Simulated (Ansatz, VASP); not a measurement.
# BiAs: VASP beside Ansatz

Wanted: the spread between two codes on one cell, functional and k mesh. The cell is generated by rule, not measured, and may not be a known phase. The cell is taken from a series of runs on this material, whose earlier steps may have relaxed, scaled, displaced or heated it; both programs get it as it stands.

Calculated with Ansatz 0.2.0; plane waves, with VASP 6.6.1 beside it; zone-centre phonons at RPBE.

The structure was built from a prototype and need not be the compound's stable phase.

## (1) The starting structure

The structure is cubic, space group Fm-3m (No. 225). Conventional cell: a = 6.082 Å, b = 6.082 Å, c = 6.082 Å, α = 90.00°, β = 90.00°, γ = 90.00°. Bi has 6 As at 3.04 Å nearest. Nearest to As lie 6 Bi at 3.04 Å. Farther neighbours are not listed.

As a file:

```xyz
2
Lattice="0.0000 3.0411 3.0411 3.0411 0.0000 3.0411 3.0411 3.0411 0.0000" Properties=species:S:1:pos:R:3 pbc="T T T"
Bi    3.0411    3.0411    3.0411
As    0.0000    0.0000    0.0000
```

## (2) VASP: zone-centre phonons, RPBE

Second derivatives magnify differences that forces hide, and they need a tight electronic threshold.

Lines of VASP's logs that name or quote its potential files are left out, and so is its time.

INCAR reads:

```
SYSTEM = BiAs
PREC = Accurate
ENCUT = 500
EDIFF = 1E-08
NELM = 120
ISMEAR = 1
SIGMA = 0.15
LREAL = .FALSE.
ALGO = Normal
GGA = RP
NBANDS = 16
LORBIT = 11
LWAVE = .FALSE.
LCHARG = .FALSE.
ISIF = 2
IBRION = 8
LASPH = .TRUE.
GGA_COMPAT = .FALSE.
KPAR = 2
```

POSCAR reads:

```
BiAs
1.0
    0.0000000000      3.0411081202      3.0411081202
    3.0411081202      0.0000000000      3.0411081202
    3.0411081202      3.0411081202      0.0000000000
Bi As
1 1
Direct
    0.5000000000      0.5000000000      0.5000000000
    0.0000000000      0.0000000000      0.0000000000
```

KPOINTS reads:

```
Automatic mesh
0
Gamma
12 12 12
0 0 0
```

PAW data sets: Bi_d and As (PBE family, release 64).

On the command line:

```sh
> mpirun -np 2 vasp_std
```

Numbers of over 12 decimals in the logs are rounded to 6 here.

The program printed:

```text
[banner, memory and clock lines left out]
running    2 mpi-ranks, on    1 nodes
 distrk:  each k-point on    1 cores,    2 groups
 distr:  one band on    1 cores,    1 groups

 POSCAR found type information on POSCAR BiAs
 POSCAR found :  2 types and       2 ions
|                                                                             |
|               ----> ADVICE to this user running VASP <----                  |
|                                                                             |
|     You enforced a specific xc type in the INCAR file but a different       |
|     [... a line on the potential file left out ...]
|     I HOPE YOU KNOW WHAT YOU ARE DOING!                                     |
|                                                                             |

 LDA part: xc-table for (Slater+PW92), standard interpolation
 POSCAR, INCAR and KPOINTS ok, starting setup
 FFT: planning ... GRIDC
 FFT: planning ... GRID_SOFT
 FFT: planning ... GRID
 WAVECAR not read
 entering main loop
       N       E                     dE             d eps       ncg     rms          rms(c)
DAV:   1     0.141218826751E+03    0.14122E+03   -0.10439E+04  2304   0.131E+03
DAV:   2     0.118833432895E+01   -0.14003E+03   -0.13735E+03  2544   0.329E+02
DAV:   3    -0.775130186349E+01   -0.89396E+01   -0.88584E+01  2936   0.841E+01
DAV:   4    -0.794870133250E+01   -0.19740E+00   -0.19736E+00  2984   0.143E+01
DAV:   5    -0.795569692145E+01   -0.69956E-02   -0.69953E-02  3144   0.239E+00    0.235E+00
DAV:   6    -0.776205532739E+01    0.19364E+00   -0.72214E-01  3360   0.471E+00    0.114E+00
DAV:   7    -0.776900101653E+01   -0.69457E-02   -0.71708E-02  2720   0.133E+00    0.591E-01
DAV:   8    -0.777219965134E+01   -0.31986E-02   -0.90799E-03  2800   0.842E-01    0.878E-02
DAV:   9    -0.777200137197E+01    0.19828E-03   -0.24776E-03  3320   0.342E-01    0.569E-02
DAV:  10    -0.777202794656E+01   -0.26575E-04   -0.20428E-04  2800   0.889E-02    0.185E-02
DAV:  11    -0.777203740489E+01   -0.94583E-05   -0.63108E-05  3056   0.599E-02    0.109E-02
DAV:  12    -0.777203707907E+01    0.32582E-06   -0.73298E-06  2872   0.173E-02    0.201E-03
DAV:  13    -0.777203709073E+01   -0.11655E-07   -0.18049E-07  3240   0.370E-03    0.125E-03
DAV:  14    -0.777203752500E+01   -0.43427E-06   -0.24940E-07  2976   0.342E-03    0.171E-04
DAV:  15    -0.777203749468E+01    0.30317E-07   -0.18365E-08  2520   0.101E-03    0.199E-04
DAV:  16    -0.777203750327E+01   -0.85906E-08   -0.14623E-09  1544   0.293E-04
   1 F= -.77720375E+01 E0= -.77725632E+01  d E =0.157701E-02
 Linear response reoptimize wavefunctions to high precision
DAV:   1    -0.777203751636E+01   -0.13089E-07   -0.25040E-10  1848   0.126E-04
DAV:   2    -0.777203751640E+01   -0.40927E-10   -0.47644E-11  1440   0.597E-05
 Linear response DOF=           2
 Linear response progress:
  Degree of freedom:   1/  2
       N       E                     dE             d eps       ncg     rms          rms(c)
RMM:   1    -0.326994525031E+00   -0.32699E+00    0.15014E-01  6606   0.933E+00
RMM:   2    -0.334791767457E+00   -0.77972E-02   -0.15479E-02  8628   0.108E+00    0.645E-02
RMM:   3    -0.334628309879E+00    0.16346E-03   -0.13630E-03  9650   0.304E-01    0.399E-02
RMM:   4    -0.334116877250E+00    0.51143E-03   -0.92854E-05  9765   0.923E-02    0.535E-03
RMM:   5    -0.334086725131E+00    0.30152E-04   -0.13165E-05 10187   0.318E-02    0.226E-03
RMM:   6    -0.334103941843E+00   -0.17217E-04   -0.28234E-06  9804   0.118E-02    0.628E-04
RMM:   7    -0.334105025717E+00   -0.10839E-05   -0.86097E-07 10057   0.518E-03    0.223E-04
RMM:   8    -0.334102017255E+00    0.30085E-05   -0.67439E-07 10136   0.216E-03    0.105E-04
RMM:   9    -0.334099121396E+00    0.28959E-05    0.44481E-07 10105   0.934E-04    0.272E-05
RMM:  10    -0.334098962640E+00    0.15876E-06    0.18092E-07 10637   0.429E-04    0.166E-05
RMM:  11    -0.334098436983E+00    0.52566E-06    0.22072E-07  9762   0.223E-04    0.617E-06
RMM:  12    -0.334098289081E+00    0.14790E-06    0.18535E-07 10132   0.125E-04    0.106E-06
RMM:  13    -0.334098334360E+00   -0.45279E-07    0.10617E-07 10548   0.745E-05    0.240E-06
RMM:  14    -0.334098295760E+00    0.38600E-07    0.81375E-08  9638   0.517E-05    0.198E-06
RMM:  15    -0.334098227148E+00    0.68612E-07    0.39062E-08  9820   0.414E-05    0.374E-07
RMM:  16    -0.334098220246E+00    0.69021E-08    0.16739E-08  8096   0.350E-05    0.126E-07
 first order change of Fermi-energy  -0.36095E-03
 force on displaced ion       1 direction 1 :   4.040   0.000   0.000
 Linear response progress:
  Degree of freedom:   2/  2
       N       E                     dE             d eps       ncg     rms          rms(c)
RMM:   1    -0.446487672908E-01   -0.44649E-01    0.53728E-02 10723   0.888E-01
RMM:   2    -0.447122116738E-01   -0.63444E-04   -0.17926E-03  9481   0.207E-01    0.792E-02
RMM:   3    -0.450301196534E-01   -0.31791E-03   -0.19427E-04  9775   0.852E-02    0.483E-02
RMM:   4    -0.456314041270E-01   -0.60128E-03   -0.77978E-05  9584   0.647E-02    0.743E-03
RMM:   5    -0.457055954955E-01   -0.74191E-04   -0.87161E-06  9890   0.215E-02    0.324E-03
RMM:   6    -0.456789381627E-01    0.26657E-04   -0.79217E-07 10075   0.537E-03    0.111E-03
RMM:   7    -0.456868770309E-01   -0.79389E-05   -0.98441E-08  9688   0.232E-03    0.965E-05
RMM:   8    -0.456872681932E-01   -0.39116E-06    0.19836E-08 10730   0.645E-04    0.378E-05
RMM:   9    -0.456871541345E-01    0.11406E-06    0.20901E-07  9948   0.228E-04    0.188E-05
RMM:  10    -0.456872996964E-01   -0.14556E-06    0.44923E-08 10191   0.776E-05    0.356E-06
RMM:  11    -0.456872922897E-01    0.74067E-08    0.69117E-08 10621   0.300E-05    0.965E-07
 first order change of Fermi-energy   0.80519E-03
 force on displaced ion       2 direction 1 :   4.005   0.000   0.000
 Linear response finished
```

Parts of OUTCAR (step 2):

```text
ion  position               nearest neighbor table
   1  0.500  0.500  0.500-   2 3.04   2 3.04   2 3.04   2 3.04   2 3.04   2 3.04
   2  0.000  0.000  0.000-   1 3.04   1 3.04   1 3.04   1 3.04   1 3.04   1 3.04

  LATTYP: Found a face centered cubic cell.
 ALAT       =     6.0822162404

 Subroutine GETGRP returns: Found 48 space group operations
 (whereof 48 operations were pure point group operations)

The static configuration has the point symmetry O_h .

 Found     72 irreducible k-points:

   k-points           NKPTS =     72   k-points in BZ     NKDIM =     72   number of bands    NBANDS=     16

   dimension x,y,z NGX =    32 NGY =   32 NGZ =   32
   dimension x,y,z NGXF=    64 NGYF=   64 NGZF=   64

   ENCUT  =  500.0 eV  36.75 Ry    6.06 a.u.   7.84  7.84  7.84*2*pi/ulx,y,z

   NELECT =      20.0000    total number of electrons

 k-points in reciprocal lattice and weights: Automatic mesh
   0.00000000  0.00000000  0.00000000       0.001
   0.08333333  0.00000000  0.00000000       0.005
   0.16666667  0.00000000  0.00000000       0.005
   0.25000000  0.00000000  0.00000000       0.005
   0.33333333  0.00000000  0.00000000       0.005
   0.41666667  0.00000000  0.00000000       0.005
   0.50000000  0.00000000  0.00000000       0.002
   0.08333333  0.08333333  0.00000000       0.003
   0.16666667  0.08333333  0.00000000       0.014
[...]
-0.33333333  0.50000000  0.16666667       0.007
  -0.25000000  0.50000000  0.25000000       0.003

 average (electrostatic) potential at core
       1-105.3779       2 -48.6514

  Total        0.0029556      0.0029556      0.0029556      0.0000000     -0.0000000      0.0000000
  in kB        0.0841853      0.0841853      0.0841853      0.0000000     -0.0000000      0.0000000
  external PRESSURE =       0.0841853 kB  Pullay stress =       0.0000000 kB

  energy-cutoff  :      500.00
  volume of cell :       56.25
      direct lattice vectors                 reciprocal lattice vectors
     0.000000000  3.041108120  3.041108120    -0.164413753  0.164413753  0.164413753
     3.041108120  0.000000000  3.041108120     0.164413753 -0.164413753  0.164413753
     3.041108120  3.041108120  0.000000000     0.164413753  0.164413753 -0.164413753

 POSITION                                       TOTAL-FORCE (eV/Angst)
 -----------------------------------------------------------------------------------
      3.04111      3.04111      3.04111        -0.000000     -0.000000      0.000000
      0.00000      0.00000      0.00000         0.000000      0.000000      0.000000
 -----------------------------------------------------------------------------------
    total drift:                               -0.000000     -0.000000      0.000000

 Eigenvectors and eigenvalues of the dynamical matrix
 ----------------------------------------------------

   1 f  =    0.008244 THz     0.051800 2PiTHz    0.274998 cm-1     0.034095 meV
             X         Y         Z           dx          dy          dz
      3.041108  3.041108  3.041108    -0.856956    0.000000    0.000000
      0.000000  0.000000  0.000000    -0.515389    0.000000    0.000000

   2 f  =    0.008244 THz     0.051800 2PiTHz    0.274998 cm-1     0.034095 meV
             X         Y         Z           dx          dy          dz
      3.041108  3.041108  3.041108     0.000000   -0.856956    0.000000
      0.000000  0.000000  0.000000     0.000000   -0.515389    0.000000

   3 f  =    0.008244 THz     0.051800 2PiTHz    0.274998 cm-1     0.034095 meV
             X         Y         Z           dx          dy          dz
      3.041108  3.041108  3.041108     0.000000    0.000000   -0.856956
      0.000000  0.000000  0.000000     0.000000    0.000000   -0.515389

   4 f/i=    4.217654 THz    26.500303 2PiTHz  140.685803 cm-1    17.442809 meV
             X         Y         Z           dx          dy          dz
      3.041108  3.041108  3.041108    -0.515389    0.000000    0.000000
      0.000000  0.000000  0.000000     0.856956    0.000000    0.000000

   5 f/i=    4.217654 THz    26.500303 2PiTHz  140.685803 cm-1    17.442809 meV
             X         Y         Z           dx          dy          dz
      3.041108  3.041108  3.041108     0.000000    0.000000   -0.515389
      0.000000  0.000000  0.000000     0.000000    0.000000    0.856956

   6 f/i=    4.217654 THz    26.500303 2PiTHz  140.685803 cm-1    17.442809 meV
             X         Y         Z           dx          dy          dz
      3.041108  3.041108  3.041108     0.000000   -0.515389    0.000000
      0.000000  0.000000  0.000000     0.000000    0.856956    0.000000

 ELASTIC MODULI CONTR FROM IONIC RELAXATION (kBar)
 Direction    XX          YY          ZZ          XY          YZ          ZX
 --------------------------------------------------------------------------------
 XX           0.0000      0.0000      0.0000      0.0000      0.0000      0.0000
 YY           0.0000      0.0000      0.0000      0.0000      0.0000      0.0000
 ZZ           0.0000      0.0000      0.0000      0.0000      0.0000      0.0000
 XY           0.0000      0.0000      0.0000      0.0000      0.0000      0.0000
 YZ           0.0000      0.0000      0.0000      0.0000      0.0000      0.0000
 ZX           0.0000      0.0000      0.0000      0.0000      0.0000      0.0000
 --------------------------------------------------------------------------------
```

The gap is under twice the smearing width, so the edge states are partly filled and the run can't tell a small gap from a semimetal. Methfessel-Paxton smearing is not meant for a cell with a gap.

[end of part 1 of 2]

[Lines on the potential files, build, host, timing and source positions are cut from VASP's logs without a mark.]

[Logs are printed without paths, hosts, clocks, repeated set-up lines and the standing remarks that a program may print on its own settings, such as how far it seeks lower states.]

[Hosts, paths, dates, database ids (printed as entryN), source tags and the programs' standing remarks are cut or masked in the printed files.]
